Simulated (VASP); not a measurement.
# C (R-3m) in VASP: Born charges and dielectric tensor with LDA

Aim: the Born charges and dielectric tensor of C with LDA.

Program: VASP 6.6.1. These are calculated values, not measurements. Logs are shortened: lines on timing, memory, paths and dates and some standing lists are left out, and cuts for length are marked.

## Step 1: The structure

The structure is trigonal, space group R-3m (No. 166). The conventional cell has a = 2.466 Å, b = 2.466 Å, c = 24.848 Å, α = 90.00°, β = 90.00°, γ = 120.00°. C (site symmetry 3m) has 3 C at 1.42 Å as nearest neighbours. C (site symmetry 3m) has 3 C at 1.42 Å as nearest neighbours.

This isn't the form of C at room conditions, which is graphite.

## Step 2: Born charges and dielectric tensor, LDA

INCAR

```
SYSTEM = C
ALGO = Normal ; EDIFF = 1E-8
ENCUT = 520 ; GGA = CA
IBRION = 8 ; ISIF = 2
ISMEAR = 0 ; KPAR = 4
LASPH = .TRUE. ; LCHARG = .FALSE.
LEPSILON = .TRUE. ; LREAL = .FALSE.
LWAVE = .FALSE. ; NELM = 80
NSW = 1 ; PREC = Accurate
SIGMA = 0.02
```

KPOINTS

```
k-points
0
G
  15 15 15
  0 0 0
```

POSCAR

```
C                                       
1.0
    1.2331881000      0.7119814800      8.2826151000
   -1.2331881000      0.7119814800      8.2826151000
    0.0000000000     -1.4239629600      8.2826151000
  C             
     4
Direct
     0.9064711333727929    0.9064711333727929    0.9064711333727929
     0.2398069465640203    0.2398069465640203    0.2398069465640203
     0.7601930534359794    0.7601930534359794    0.7601930534359794
     0.0935288666272072    0.0935288666272072    0.0935288666272072
```

Potentials or basis: VASP PAW LDA potentials, release 64 (C).

Command:

```sh
$ cat potpaw_LDA.64/C/POTCAR > POTCAR
$ mpirun -np 4 vasp_std > vasp.out
```

OUTCAR:

```text
SYSTEM = C
   EDIFF = 1E-8
   ENCUT = 520
   GGA = CA
   IBRION = 8
   ISIF = 2
   ISMEAR = 0
   LASPH = .TRUE.
   LEPSILON = .TRUE.
   LREAL = .FALSE.
   NELM = 80
   NSW = 1
   PREC = Accurate

 ion  position               nearest neighbor table
   1  0.906  0.906  0.906-   2 1.42   2 1.42   2 1.42
   2  0.240  0.240  0.240-   1 1.42   1 1.42   1 1.42
   3  0.760  0.760  0.760-   4 1.42   4 1.42   4 1.42
   4  0.094  0.094  0.094-   3 1.42   3 1.42   3 1.42

  LATTYP: Found a trigonal (rhomboedric) cell.
 ALAT       =     8.4041289503
 COS(alpha) =     0.9569371043

  Lattice vectors:

 A1 = (   1.2331881000,   0.7119814800,   8.2826151000)
 A2 = (  -1.2331881000,   0.7119814800,   8.2826151000)
 A3 = (   0.0000000000,  -1.4239629600,   8.2826151000)

Analysis of symmetry for initial positions (statically):
=====================================================================
 Subroutine PRICEL returns:
 Original cell was already a primitive cell.

 Routine SETGRP: Setting up the symmetry group for a
 trigonal (rhombohedral) supercell.

 Subroutine GETGRP returns: Found 12 space group operations
 (whereof 12 operations were pure point group operations)
 out of a pool of 12 trial point group operations.

The static configuration has the point symmetry D_3d.

Analysis of symmetry for dynamics (positions and initial velocities):
=====================================================================
 Subroutine PRICEL returns:
 Original cell was already a primitive cell.

 Routine SETGRP: Setting up the symmetry group for a
 trigonal (rhombohedral) supercell.

 Subroutine GETGRP returns: Found 12 space group operations
 (whereof 12 operations were pure point group operations)
 out of a pool of 12 trial point group operations.

The dynamic configuration has the point symmetry D_3d.
[... 640 lines left out ...]
 ion    1
    1    -0.00079     0.00000     0.00000
    2     0.00000    -0.00079     0.00000
    3     0.00000     0.00000     0.00073
 ion    2
    1     0.00079     0.00000     0.00000
    2     0.00000     0.00079     0.00000
    3     0.00000     0.00000    -0.00073
 ion    3
    1     0.00079     0.00000     0.00000
    2     0.00000     0.00079     0.00000
    3     0.00000     0.00000    -0.00073
 ion    4
    1    -0.00079     0.00000     0.00000
    2     0.00000    -0.00079     0.00000
    3    -0.00000     0.00000     0.00073

 INTERNAL STRAIN TENSOR FOR ION    4 for displacements in x,y,z  (eV/Angst):
          X           Y           Z          XY          YZ          ZX
  --------------------------------------------------------------------------------
  x     0.00000     0.00000    -0.00000    12.41171     0.00000    -0.04472
  y    12.41171   -12.41171    -0.00000     0.00000    -0.04457     0.00000
  z    -0.05783    -0.05783     0.34288     0.00000    -0.00000     0.00000

 SECOND DERIVATIVES (NOT SYMMETRIZED)
 ------------------------------------
               1X          1Y          1Z          2X          2Y          2Z          3X          3Y          3Z          4X          4Y          4Z
  1X   -52.347915    0.000000    0.000000   52.360967   -0.000000    0.000000   -1.917450    0.000000    0.000000    1.904398   -0.000000   -0.000000
  1Y     0.000000  -52.347915    0.000000    0.000000   52.360967    0.000000    0.000000   -1.917450   -0.000000    0.000000    1.904398   -0.000000
  1Z     0.000000    0.000000  -17.636906    0.000000    0.000000   17.576193    0.000000    0.000000   -0.006764    0.000000    0.000000    0.067477
  2X    52.366711    0.000000    0.000000  -52.354302    0.000000    0.000000    1.904539    0.000000    0.000000   -1.916948    0.000000   -0.000000
  2Y     0.000000   52.366711    0.000000    0.000000  -52.354302    0.000000    0.000000    1.904539    0.000000   -0.000000   -1.916948   -0.000000
  2Z     0.000000    0.000000   17.576225    0.000000    0.000000  -17.638163    0.000000    0.000000    0.068598    0.000000    0.000000   -0.006661
  3X    -1.916948    0.000000   -0.000000    1.904539    0.000000    0.000000  -52.354302    0.000000    0.000000   52.366711    0.000000    0.000000
  3Y    -0.000000   -1.916948   -0.000000    0.000000    1.904539    0.000000    0.000000  -52.354302    0.000000    0.000000   52.366711    0.000000
  3Z     0.000000    0.000000   -0.006661    0.000000    0.000000    0.068598    0.000000    0.000000  -17.638163    0.000000    0.000000   17.576225
  4X     1.904398   -0.000000   -0.000000   -1.917450    0.000000    0.000000   52.360967   -0.000000    0.000000  -52.347915    0.000000    0.000000
  4Y     0.000000    1.904398   -0.000000    0.000000   -1.917450   -0.000000    0.000000   52.360967    0.000000    0.000000  -52.347915    0.000000
  4Z     0.000000    0.000000    0.067477    0.000000    0.000000   -0.006764    0.000000    0.000000   17.576193    0.000000    0.000000  -17.636906

 Eigenvectors and eigenvalues of the dynamical matrix
 ----------------------------------------------------

   1 f  =   46.994743 THz   295.276679 2PiTHz 1567.575893 cm-1   194.354553 meV
             X         Y         Z           dx          dy          dz
      0.000000  0.000000 22.523854     0.499985    0.000000    0.000000
      0.000000  0.000000  5.958686    -0.500015   -0.000000   -0.000000
      0.000000  0.000000 18.889159     0.500015    0.000000   -0.000000
      0.000000  0.000000  2.323991    -0.499985   -0.000000    0.000000
[... 71 lines left out ...]
  12 f/i=    0.719769 THz     4.522442 2PiTHz   24.008912 cm-1     2.976724 meV
             X         Y         Z           dx          dy          dz
      0.000000  0.000000 22.523854    -0.500015    0.000018    0.000000
      0.000000  0.000000  5.958686    -0.499985    0.000018    0.000000
      0.000000  0.000000 18.889159     0.499985   -0.000018    0.000000
      0.000000  0.000000  2.323991     0.500015   -0.000018    0.000000

--------------------------------------------------------------------------------------------------------

 MACROSCOPIC STATIC DIELECTRIC TENSOR IONIC CONTRIBUTION
 ------------------------------------------------------
           0.000000    -0.000000    -0.000000
          -0.000000     0.000000     0.000000
          -0.000000     0.000000     0.000000
 ------------------------------------------------------

 ELASTIC MODULI CONTR FROM IONIC RELAXATION (kBar)
 Direction    XX          YY          ZZ          XY          YZ          ZX
 --------------------------------------------------------------------------------
 XX        -212.4518    204.6282     23.4961      0.0000     -0.0736      0.0000
 YY         204.6282   -212.4518     23.4961      0.0000      0.0736      0.0000
 ZZ          23.4961     23.4961   -141.1284     -0.0000     -0.0000     -0.0000
 XY           0.0000      0.0000     -0.0000   -208.5400      0.0000     -0.0788
 YZ          -0.0736      0.0736     -0.0000      0.0000     -0.0000      0.0000
 ZX           0.0000      0.0000     -0.0000     -0.0788      0.0000     -0.0000
 --------------------------------------------------------------------------------

 PIEZOELECTRIC TENSOR IONIC CONTR  for field in x, y, z        (C/m^2)
          XX          YY          ZZ          XY          YZ          ZX
  --------------------------------------------------------------------------------
  x     0.00000     0.00000    -0.00000     0.00000    -0.00000     0.00000
  y    -0.00000     0.00000    -0.00000     0.00000     0.00000    -0.00000
  z     0.00000     0.00000    -0.00000     0.00000    -0.00000     0.00000
```

OSZICAR:

```text
N       E                     dE             d eps       ncg     rms          rms(c)
DAV:   1     0.575722630286E+02    0.57572E+02   -0.80314E+03  8280   0.120E+03
DAV:   2    -0.379927988351E+02   -0.95565E+02   -0.86427E+02 11820   0.233E+02
DAV:   3    -0.430856234764E+02   -0.50928E+01   -0.50272E+01 10340   0.559E+01
[... 12 lines left out ...]
RMM:   8    -0.139764065970E+00   -0.94223E-06   -0.12947E-08 15392   0.664E-04    0.936E-05
RMM:   9    -0.139764012377E+00    0.53593E-07   -0.82147E-09 15161   0.280E-04    0.345E-05
RMM:  10    -0.139764467433E+00   -0.45506E-06   -0.70546E-09 15448   0.184E-04    0.120E-05
RMM:  11    -0.139764421102E+00    0.46331E-07   -0.56111E-09 15939   0.139E-04    0.421E-06
RMM:  12    -0.139764436004E+00   -0.14901E-07   -0.29546E-08 16027   0.131E-04    0.130E-06
RMM:  13    -0.139764426624E+00    0.93804E-08    0.53022E-09 15338   0.125E-04    0.476E-07
 Linear response finished
```

stdout:

```text
POSCAR found type information on POSCAR C
 POSCAR found :  1 types and       4 ions
 scaLAPACK will be used
 LDA part: xc-table for (Slater(with rela. corr.)+CA(PZ))
 , standard interpolation
 POSCAR, INCAR and KPOINTS ok, starting setup
 FFT: planning ... GRIDC
 FFT: planning ... GRID_SOFT
 FFT: planning ... GRID
[... 34 lines left out ...]
 force on displaced ion       1 direction 3 :   0.000  -0.000 -17.637
 Born effective charge ion    1 direction 3 :   0.000   0.000   0.001
 Linear response progress:
 first order change of Fermi-energy  -0.11375E-04
 force on displaced ion       2 direction 1 : -52.351   0.005  -0.000
 Born effective charge ion    2 direction 1 :   0.071  -0.010  -0.000
 Linear response progress:
 first order change of Fermi-energy  -0.12382E+00
 force on displaced ion       2 direction 3 :   0.000  -0.000 -17.638
 Born effective charge ion    2 direction 3 :   0.000  -0.000  -0.001
 Born effective charges drift removed
 Linear response finished
```

It took 82 min on 4 MPI ranks of Intel Xeon 6975P-C (Granite Rapids), shared host; peak memory 2 GiB.

What came out:

- Band gap on the k mesh: 0.40 eV, direct
- Electronic dielectric tensor (diagonal): 9.12, 9.12, 2.90
- Born charges (mean of the diagonal): C -0.00, +0.00 e
- Highest phonon frequency at Γ: 1568 cm⁻¹
- Most unstable mode: 24i cm⁻¹

Levels at points of the mesh, in eV from the valence-band top:
```csv
k point,band 5,band 6,band 7,band 8,band 9,band 10,band 11,band 12
"(0.00, 0.00, 0.00)",-2.84,-2.84,-2.83,-2.83,3.03,6.98,8.45,8.45
```

Phonon frequencies in cm⁻¹ (negative: imaginary):
| q point | frequencies |
| --- | --- |
| (0.000, 0.000, 0.000) | -24 -24 0 0 0 53 892 894 1511 1511 1568 1568 |

Electronic dielectric tensor:
```
9.12 0.00 0.00
0.00 9.12 0.00
0.00 0.00 2.90
```

Born effective charge tensors (e):
atom 1, C
```
0.00 0.00 0.00
0.00 0.00 0.00
0.00 0.00 0.00
```
atom 2, C
```
0.00 0.00 0.00
0.00 0.00 0.00
0.00 0.00 0.00
```
atom 3, C
```
0.00 0.00 0.00
0.00 0.00 0.00
0.00 0.00 0.00
```
atom 4, C
```
0.00 0.00 0.00
0.00 0.00 0.00
0.00 0.00 0.00
```

Caveat: the gap is small at this level, which inflates the dielectric constant; some modes are imaginary; an odd mesh through Γ misses points on the zone boundary, where band edges often lie.
